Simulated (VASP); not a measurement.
BeTe (zinc blende): computed properties

Computed with PBEsol GGA, VASP's PBE PAW potentials (set 64) (plane waves; VASP 6.6.1).

For BeTe, the space group comes out as F-43m (216) and the cell is a = 5.6124 Å, b = 5.6124 Å, c = 5.6124 Å, α = 90.00°, β = 90.00°, γ = 90.00°. The volume per atom is 22.10 Å³/atom. The band gap (over mesh and band path) comes out as 1.83 eV and the smallest direct gap (over mesh and band path) is 3.59 eV. The Hill bulk modulus comes out as 603 kbar. The Hill shear modulus is 407 kbar and the Poisson's ratio is 0.225. The band-edge character without spin-orbit coupling is indirect, Γ to X and the band gap with spin-orbit coupling comes out as 1.53 eV. The density comes out as 5.13 g/cm³ and the mean ε∞ (DFPT) is 7.55. The mean ε∞ (independent particles) is 8.06. The C11 is 99.9 GPa and the C12 is 40.5 GPa. The C44 is 50.2 GPa.

```
CELL_PARAMETERS angstrom
      0.00000     2.80618     2.80618
      2.80618     0.00000     2.80618
      2.80618     2.80618     0.00000
ATOMIC_POSITIONS crystal
  Be 0.00000 0.00000 0.00000
  Te 0.25000 0.25000 0.25000
```

Measured: gap 2.80 eV (computed value off by -0.97 eV), as given by Das et al., (2018), arXiv:1807.05623; a 5.626 Å (computed value off by -0.2 %), as given by Fabio Bernardini et al., Physical review. B, Condensed matter (2000), arXiv:cond-mat/0007180. The calculation is for a static lattice, while the measured a holds thermal and zero-point effects, which are part of the difference. Unless said otherwise, spin-orbit coupling is left out, though it shifts the bands of the heavy elements here.

The compound is BeTe in the zinc blende structure. It was relaxed first. Symmetry was kept, so distortions that lower it aren't found.
